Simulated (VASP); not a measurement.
Consider the following.

```yaml
crystal:
  lattice:
    - [0.00000, 2.76981, 2.76981]
    - [2.76981, 0.00000, 2.76981]
    - [2.76981, 2.76981, 0.00000]
  atoms:
    - { symbol: Si, position: [0.00000, 0.00000, 0.00000] }
    - { symbol: Si, position: [0.25000, 0.25000, 0.25000] }
```

Level of theory: PBE GGA, VASP's PBE PAW potentials (set 64) (plane waves; VASP). Run with 400 eV cut-off, 8×8×8 Γ-centred mesh, Gaussian smearing of 0.050 eV, potentials Si.

Question: What does the run give for the energy per atom (σ→0), pressure?

Answer: 
```yaml
energy per atom (σ→0): -5.415 eV/atom
pressure: -3.16 GPa
```

Only differences to runs with the same potentials and settings are physical.

The compound is Si in the diamond structure. The cell was not relaxed at this level.
